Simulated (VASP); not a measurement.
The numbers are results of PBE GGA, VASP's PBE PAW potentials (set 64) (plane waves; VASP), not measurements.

VASP ran on this input.

POSCAR:
```
B
1
    2.4597400000     0.0000000000     0.0000000000
   -1.2298700000     2.1301980000     0.0000000000
    0.0000000000     0.0000000000    14.8499800000
B
2
Direct
  0.6666670000   0.3333330000   0.5286190000
  0.3333330000   0.6666670000   0.4713810000
```

### KPOINTS
```
Automatic mesh
0
Gamma
8 8 1
0 0 0
```

### INCAR
```
SYSTEM = B
PREC = Accurate
ENCUT = 400
EDIFF = 1E-6
NELM = 100
ALGO = Normal
LREAL = .FALSE.
LASPH = .TRUE.
ISMEAR = 0
SIGMA = 0.272
GGA = PE
LWAVE = .FALSE.
LCHARG = .FALSE.
ISIF = 2
```

POTCAR, in this order: B (PBE.64 set). Program: vasp_std.

The run wrote:

File OSZICAR:
```
       N       E                     dE             d eps       ncg     rms          rms(c)
DAV:   1     0.166809128823E+02    0.16681E+02   -0.21940E+03   140   0.493E+02
DAV:   2    -0.990556571421E+01   -0.26586E+02   -0.25753E+02   252   0.962E+01
DAV:   3    -0.108329245729E+02   -0.92736E+00   -0.91980E+00   189   0.222E+01
DAV:   4    -0.108372987467E+02   -0.43742E-02   -0.43735E-02   231   0.124E+00
DAV:   5    -0.108373000857E+02   -0.13390E-05   -0.13394E-05   182   0.311E-02    0.525E+00
DAV:   6    -0.944320608219E+01    0.13941E+01   -0.17404E+00   210   0.711E+00    0.222E+00
DAV:   7    -0.919642994786E+01    0.24678E+00   -0.10863E+00   210   0.517E+00    0.896E-01
DAV:   8    -0.922343846827E+01   -0.27009E-01   -0.29916E-01   168   0.286E+00    0.878E-01
DAV:   9    -0.917317105245E+01    0.50267E-01   -0.89790E-02   196   0.144E+00    0.211E-01
DAV:  10    -0.917006001220E+01    0.31110E-02   -0.18220E-02   196   0.668E-01    0.106E-01
DAV:  11    -0.916886766934E+01    0.11923E-02   -0.14432E-03   175   0.219E-01    0.597E-02
DAV:  12    -0.916878471443E+01    0.82955E-04   -0.12492E-03   182   0.168E-01    0.184E-02
DAV:  13    -0.916904106655E+01   -0.25635E-03   -0.11050E-04   189   0.620E-02    0.336E-02
DAV:  14    -0.916977915370E+01   -0.73809E-03   -0.69073E-04   189   0.119E-01    0.186E-02
DAV:  15    -0.916999091065E+01   -0.21176E-03   -0.16243E-04   182   0.590E-02    0.647E-03
DAV:  16    -0.917003162182E+01   -0.40711E-04   -0.11840E-05   182   0.157E-02    0.171E-03
DAV:  17    -0.917004604716E+01   -0.14425E-04   -0.19204E-06   175   0.383E-03    0.188E-03
DAV:  18    -0.917005099680E+01   -0.49496E-05   -0.13192E-06   161   0.367E-03    0.138E-04
DAV:  19    -0.917005142382E+01   -0.42702E-06   -0.62466E-08   182   0.113E-03
   1 F= -.91700514E+01 E0= -.91371405E+01  d E =-.658218E-01
```

File OUTCAR:
```
------------------------ aborting loop because EDIFF is reached ----------------------------------------
  FORCE on cell =-STRESS in cart. coord.  units (eV):
  Direction    XX          YY          ZZ          XY          YZ          ZX
  --------------------------------------------------------------------------------------
  Total        2.8445686      2.8445704     -0.5761118     -0.0000000      0.0000000      0.0000000
  in kB       58.5722565     58.5722935    -11.8626657     -0.0000000      0.0000000      0.0000000
  external PRESSURE =      35.0939614 kB  Pullay stress =       0.0000000 kB
  volume of cell :       77.81
      direct lattice vectors                 reciprocal lattice vectors
     2.459740000  0.000000000  0.000000000     0.406547033  0.234719965  0.000000000
    -1.229870000  2.130198000  0.000000000     0.000000000  0.469439930  0.000000000
     0.000000000  0.000000000 14.849980000     0.000000000  0.000000000  0.067340158
 POSITION                                       TOTAL-FORCE (eV/Angst)
 -----------------------------------------------------------------------------------
      1.22987      0.71007      7.84998        -0.000000      0.000000     -0.667059
     -0.00000      1.42013      7.00000         0.000000     -0.000000      0.667059
 -----------------------------------------------------------------------------------
    total drift:                                0.000000     -0.000000      0.000000
  FREE ENERGIE OF THE ION-ELECTRON SYSTEM (eV)
  ---------------------------------------------------
  free  energy   TOTEN  =        -9.1700514238 eV

  energy  without entropy=       -9.1042296535  energy(sigma->0) =       -9.13714054
```
(Selected blocks of OUTCAR.)

OUTCAR:
```
 val. band max:       -2.1578528127   @ k =   0.0000   0.0000   0.0000

 cond. band min:      -2.1103306123   @ k =   0.3750   0.1250   0.0000


 Fermi energy:        -2.1355516781

 k-point     1 :       0.0000    0.0000    0.0000
  band No.  band energies     occupation
      1     -16.3645      2.00000
      2      -8.1441      2.00000
      3      -2.1579      1.09231
      4       1.7776      0.00000
      5       1.9416      0.00000
      6       2.7321      0.00000
      7       2.7321      0.00000

 k-point     2 :       0.1250    0.0000    0.0000
  band No.  band energies     occupation
      1     -15.9767      2.00000
      2      -7.7390      2.00000
      3      -1.7437      0.04161
      4       0.8665      0.00000
      5       1.7454      0.00000
      6       2.3400      0.00000
      7       2.4461      0.00000

 k-point     3 :       0.2500    0.0000    0.0000
  band No.  band energies     occupation
      1     -14.8156      2.00000
      2      -6.6461      2.00000
      3      -2.5929      1.98258
      4      -0.6139      0.00000
      5       0.1343      0.00000
      6       3.8360      0.00000
      7       3.9286      0.00000

 k-point     4 :       0.3750    0.0000    0.0000
  band No.  band energies     occupation
      1     -12.8945      2.00000
      2      -7.1905      2.00000
      3      -3.8076      2.00000
      4      -1.0176      0.00000
      5       0.3321      0.00000
      6       5.1416      0.00000
      7       6.3184      0.00000

 k-point     5 :       0.5000    0.0000    0.0000
  band No.  band energies     occupation
      1     -10.3286      2.00000
      2     -10.1945      2.00000
      3      -2.0439      0.63359
      4      -1.4216      0.00021
      5      -0.7498      0.00000
      6       5.6384      0.00000
      7       7.7848      0.00000

 k-point     6 :       0.1250    0.1250    0.0000
  band No.  band energies     occupation
      1     -15.2021      2.00000
...
```

At this cut-off the stress carries a Pulay error, which pulls relaxed volumes low. The cell holds a wide vacuum, so values per volume refer to the whole cell.

The cell is a sheet with vacuum, built from a generated structure.
